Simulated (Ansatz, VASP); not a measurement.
# LaPd2 in VASP and in Ansatz

```
CELL_PARAMETERS angstrom
-1.97679 1.97679 4.41129
1.97679 -1.97679 4.41129
1.97679 1.97679 -4.41129
ATOMIC_POSITIONS crystal
La 0.00000 0.00000 0.00000
Pd 0.25000 0.75000 0.50000
Pd 0.75000 0.25000 0.50000
```

Change from the starting cell: volume scaled by 0.96.

Alike in both runs: task single point; functional PBE; k mesh 9 × 9 × 9; occupations fermi-dirac, width 0.05 eV; no spin polarisation.

```csv
,VASP,Ansatz
version,VASP 6.6.1,Ansatz 0.2.0
potentials or method,"VASP PAW PBE potentials, release 64 (La, Pd)",Ansatz PAW
plane-wave cutoff (eV),520,420
valence electrons in the cell,31,47
```

|  | VASP | Ansatz | Ansatz less VASP |
| --- | --- | --- | --- |
| gap on the k mesh at the Fermi level (eV) | none | none | - |
| pressure (GPa) | 2.9 | 2.9 | +0.05 |
| largest component of the traceless stress (GPa) | 0.40 | 0.37 | -0.028 |

A gap of «none» marks a metal or a gap that the smearing closes. With one functional, cell and mesh, what is left measures potentials, basis and numerics. The two sets of potentials don't hold the same shells in valence.

Spin-orbit coupling is left out, which matters for the levels of La.
